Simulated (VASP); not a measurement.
All values below come from optB86b-vdW, VASP's PBE PAW potentials (set 64) (plane waves; VASP).

The input files of a VASP run:

### INCAR
```
! general
SYSTEM    =  NaCl
PREC      =  Accurate
ENCUT     =  520
LREAL     =  .FALSE.
LASPH     =  .TRUE.   ! aspherical one-centre terms
ICHARG    =  11   ! fixed density

! electronic loop
EDIFF     =  1E-7
NELM      =  100
ALGO      =  Normal   ! blocked Davidson

! smearing
ISMEAR    =  0   ! Gaussian
SIGMA     =  0.05

! functional
GGA       =  MK
LUSE_VDW  =  .TRUE.
AGGAC     =  0.0
PARAM1    =  0.1234
PARAM2    =  1.0

! output
LWAVE     =  .FALSE.
LCHARG    =  .FALSE.
LORBIT    =  11
```

File POSCAR:
```
NaCl
2.8066110
  0.0000000000   0.9999999178   0.9999999178
  0.9999999178   0.0000000000   0.9999999178
  0.9999999178   0.9999999178   0.0000000000
Na Cl
1 1
direct
  0.0000000000   0.0000000000   0.0000000000
  0.5000000000   0.5000000000   0.5000000000
```

**KPOINTS**
```
k-points along high-symmetry lines
15
Line-mode
Reciprocal
  0.000000   0.000000   0.000000 ! GAMMA
  0.500000   0.000000   0.500000 ! X

  0.500000   0.000000   0.500000 ! X
  0.625000   0.250000   0.625000 ! U

  0.375000   0.375000   0.750000 ! K
  0.000000   0.000000   0.000000 ! GAMMA

  0.000000   0.000000   0.000000 ! GAMMA
  0.500000   0.500000   0.500000 ! L

  0.500000   0.500000   0.500000 ! L
  0.500000   0.250000   0.750000 ! W

  0.500000   0.250000   0.750000 ! W
  0.500000   0.000000   0.500000 ! X
```

POTCAR, in this order: Na_pv Cl (PBE.64 set). Program: vasp_std. Read from the step before: CHGCAR.

The run wrote:

### OSZICAR
```
       N       E                     dE             d eps       ncg     rms          rms(c)
DAV:   1     0.964955524954E+02    0.96496E+02   -0.74828E+03  1986   0.129E+03
DAV:   2     0.549185716695E+01   -0.91004E+02   -0.84230E+02  2192   0.284E+02
DAV:   3    -0.249211800455E+01   -0.79840E+01   -0.79361E+01  2400   0.822E+01
DAV:   4    -0.265997016769E+01   -0.16785E+00   -0.16766E+00  2226   0.130E+01
DAV:   5    -0.266386136155E+01   -0.38912E-02   -0.38908E-02  2467   0.197E+00
DAV:   6    -0.266398673897E+01   -0.12538E-03   -0.12538E-03  2423   0.355E-01
DAV:   7    -0.266399154504E+01   -0.48061E-05   -0.48061E-05  2699   0.604E-02
DAV:   8    -0.266399169065E+01   -0.14562E-06   -0.14559E-06  2304   0.882E-03
DAV:   9    -0.266399169574E+01   -0.50868E-08   -0.50929E-08  1771   0.138E-03
   1 F= -.26639917E+01 E0= -.26639917E+01  d E =-.403435E-19
```

**OUTCAR**
```
 val. band max:       -0.7147133195   @ k =   0.0000   0.0000   0.0000

 cond. band min:       4.4490614623   @ k =   0.0000   0.0000   0.0000



 k-point     1 :       0.0000    0.0000    0.0000
  band No.  band energies     occupation
      1     -21.5486      2.00000
      2     -21.5486      2.00000
      3     -21.5486      2.00000
      4     -13.3744      2.00000
      5      -0.7147      2.00000
      6      -0.7147      2.00000
      7      -0.7147      2.00000
      8       4.4491      0.00000
      9      10.3774      0.00000
     10      10.3774      0.00000
     11      10.3775      0.00000

 k-point     2 :       0.0357    0.0000    0.0357
  band No.  band energies     occupation
      1     -21.5490      2.00000
      2     -21.5487      2.00000
      3     -21.5487      2.00000
      4     -13.3688      2.00000
      5      -0.7531      2.00000
      6      -0.7235      2.00000
      7      -0.7235      2.00000
      8       4.5098      0.00000
      9      10.2878      0.00000
     10      10.4090      0.00000
     11      10.4090      0.00000

 k-point     3 :       0.0714    0.0000    0.0714
  band No.  band energies     occupation
      1     -21.5501      2.00000
      2     -21.5490      2.00000
      3     -21.5490      2.00000
      4     -13.3524      2.00000
      5      -0.8614      2.00000
      6      -0.7492      2.00000
      7      -0.7492      2.00000
      8       4.6845      0.00000
      9      10.0513      0.00000
     10      10.5027      0.00000
     11      10.5027      0.00000

 k-point     4 :       0.1071    0.0000    0.1071
  band No.  band energies     occupation
      1     -21.5518      2.00000
      2     -21.5495      2.00000
      3     -21.5495      2.00000
      4     -13.3262      2.00000
      5      -1.0222      2.00000
      6      -0.7900      2.00000
      7      -0.7900      2.00000
      8       4.9535      0.00000
      9       9.7312      0.00000
     10      10.6556      0.00000
...
```

The density is held fixed in this step, so its total energy and stress have no physical meaning.

The compound is NaCl in the rock salt structure. It was relaxed first.
